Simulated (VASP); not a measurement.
A VASP calculation is set up with these files.

**POSCAR**
```
NbN
1
    0.0000000000     2.2092268224     2.2092268224
    2.2092268224     0.0000000000     2.2092268224
    2.2092268224     2.2092268224     0.0000000000
Nb N
1 1
Direct
  0.0000000000   0.0000000000   0.0000000000
  0.5000000000   0.5000000000   0.5000000000
```

### KPOINTS
```
K-points
0
Gamma
14 14 14
0 0 0
```

**INCAR**
```
SYSTEM = NbN
PREC = Accurate
ENCUT = 620
EDIFF = 1E-6
NELM = 100
ALGO = Normal
LREAL = .FALSE.
LASPH = .TRUE.
ISMEAR = 1
SIGMA = 0.1
GGA = PE
LMAXMIX = 4
LWAVE = .FALSE.
LCHARG = .FALSE.
IBRION = 2
ISIF = 3
NSW = 40
EDIFFG = -0.02
PSTRESS = 50
```

POTCAR, in this order: Nb_sv N (PBE.64 set). Program: vasp_std.

Question: Write an equivalent input for Ansatz.

Answer: One equivalent input (not run):
Ansatz 0.2 input:
```yaml
crystal:
  lattice:
    - [0.0000000, 2.2092268, 2.2092268]
    - [2.2092268, 0.0000000, 2.2092268]
    - [2.2092268, 2.2092268, 0.0000000]
  atoms:
    - { symbol: Nb, position: [0.0000000, 0.0000000, 0.0000000] }
    - { symbol: N, position: [0.5000000, 0.5000000, 0.5000000] }
kpoints:
  mp_grid: { grid: [14, 14, 14] }
hamiltonian:
  xc: pbe
  pseudopotentials: { kind: paw }
scf:
  occupations: { method: methfessel_paxton, width: 0.1 }
  max_iter: 100
relax:
  max_steps: 40
  f_tol: 0.02
  cell: { p_target: 5 }
output: { forces: true, stress: true, eigenvalues: true }
```
The two are equivalent in intent, not identical: each code has its own PAW files, so the cut-off isn't converted (ENCUT is set for VASP's; basis.ecutwfc is left out, and Ansatz then takes the one that its files recommend); Ansatz stops its SCF on the density residual and VASP on the energy change (EDIFF).

The compound is NbN in the rock salt structure, the cubic δ form, which competes with hexagonal ones. This run relaxes it under an external pressure of 5 GPa. Symmetry was kept, so distortions that lower it aren't found.
